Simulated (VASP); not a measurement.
Calculation: r2SCAN meta-GGA, VASP's PBE PAW potentials (set 64) (plane waves; VASP 6.6.1).

VASP input:

**INCAR**
```
SYSTEM = Li
PREC = Accurate
ENCUT = 520
EDIFF = 1E-7
NELM = 100
ALGO = Normal
LREAL = .FALSE.
LASPH = .TRUE.
ISMEAR = 1
SIGMA = 0.1
METAGGA = R2SCAN
LMIXTAU = .TRUE.
LWAVE = .FALSE.
LCHARG = .FALSE.
ISIF = 2
```

### POSCAR
```
Li
1
   -1.7106713975     1.7106713975     1.7106713975
    1.7106713975    -1.7106713975     1.7106713975
    1.7106713975     1.7106713975    -1.7106713975
Li
1
Direct
  0.0000000000   0.0000000000   0.0000000000
```

**KPOINTS**
```
kpoints
0
Gamma
  15 15 15
0 0 0
```

POTCAR, in this order: Li_sv (PBE.64 set). Program: vasp_std.

What VASP printed:

### OSZICAR
```
       N       E                     dE             d eps       ncg     rms          rms(c)
DAV:   1     0.157178430128E+00    0.15718E+00   -0.71593E+02  1220   0.422E+02
DAV:   2    -0.251596893633E+01   -0.26731E+01   -0.26051E+01  1715   0.636E+01
DAV:   3    -0.265547773390E+01   -0.13951E+00   -0.13910E+00  1505   0.113E+01
DAV:   4    -0.266139827727E+01   -0.59205E-02   -0.59203E-02  1610   0.179E+00
DAV:   5    -0.266144374175E+01   -0.45464E-04   -0.45464E-04  1580   0.141E-01    0.149E-01
DAV:   6    -0.222848527724E+01    0.43296E+00   -0.15709E-01  1735   0.284E+00    0.320E-01
DAV:   7    -0.229786958613E+01   -0.69384E-01   -0.24362E-02  1470   0.240E+00    0.245E-01
DAV:   8    -0.224215400589E+01    0.55716E-01   -0.53670E-02  1775   0.291E+00    0.677E-02
DAV:   9    -0.238070698791E+01   -0.13855E+00   -0.40772E-02  1400   0.281E+00    0.274E-02
DAV:  10    -0.237668315368E+01    0.40238E-02   -0.90734E-03  1200   0.158E+00    0.495E-02
DAV:  11    -0.237793389771E+01   -0.12507E-02   -0.75856E-04  1200   0.427E-01    0.158E-02
DAV:  12    -0.237735505244E+01    0.57885E-03   -0.35546E-04  1200   0.303E-01    0.420E-03
DAV:  13    -0.237735576150E+01   -0.70907E-06   -0.12094E-04  1230   0.178E-01    0.450E-03
DAV:  14    -0.237734456241E+01    0.11199E-04   -0.45377E-06  1365   0.325E-02    0.278E-03
DAV:  15    -0.237736182331E+01   -0.17261E-04   -0.44901E-07  1450   0.702E-03    0.109E-03
DAV:  16    -0.237736584011E+01   -0.40168E-05   -0.15529E-07  1245   0.496E-03    0.438E-04
DAV:  17    -0.237736818344E+01   -0.23433E-05   -0.27482E-08  1040   0.211E-03    0.367E-04
DAV:  18    -0.237737450764E+01   -0.63242E-05   -0.36456E-08  1205   0.279E-03    0.109E-04
DAV:  19    -0.237737527601E+01   -0.76837E-06   -0.90717E-09   680   0.172E-03    0.115E-04
DAV:  20    -0.237737537310E+01   -0.97094E-07   -0.16755E-09   610   0.551E-04
   1 F= -.23773754E+01 E0= -.23773358E+01  d E =-.118760E-03
```

**OUTCAR**
```
------------------------ aborting loop because EDIFF is reached ----------------------------------------
  FORCE on cell =-STRESS in cart. coord.  units (eV):
  Direction    XX          YY          ZZ          XY          YZ          ZX
  --------------------------------------------------------------------------------------
  Total        0.0433103      0.0433103      0.0433103      0.0000000     -0.0000000     -0.0000000
  in kB        3.4653055      3.4653055      3.4653055      0.0000000     -0.0000000     -0.0000000
  external PRESSURE =       3.4653055 kB  Pullay stress =       0.0000000 kB
  volume of cell :       20.02
      direct lattice vectors                 reciprocal lattice vectors
    -1.710671398  1.710671398  1.710671398     0.000000000  0.292282902  0.292282902
     1.710671398 -1.710671398  1.710671398     0.292282902  0.000000000  0.292282902
     1.710671398  1.710671398 -1.710671398     0.292282902  0.292282902  0.000000000
 POSITION                                       TOTAL-FORCE (eV/Angst)
 -----------------------------------------------------------------------------------
      0.00000      0.00000      0.00000         0.000000      0.000000      0.000000
 -----------------------------------------------------------------------------------
    total drift:                                0.000000      0.000000     -0.000000
  FREE ENERGIE OF THE ION-ELECTRON SYSTEM (eV)
  ---------------------------------------------------
  free  energy   TOTEN  =        -2.3773753731 eV

  energy  without entropy=       -2.3772566127  energy(sigma->0) =       -2.37733579
```
(Selected blocks of OUTCAR.)

The compound is Li in the bcc structure. This cell is one point of a volume scan, at 0.97 of the reference volume.
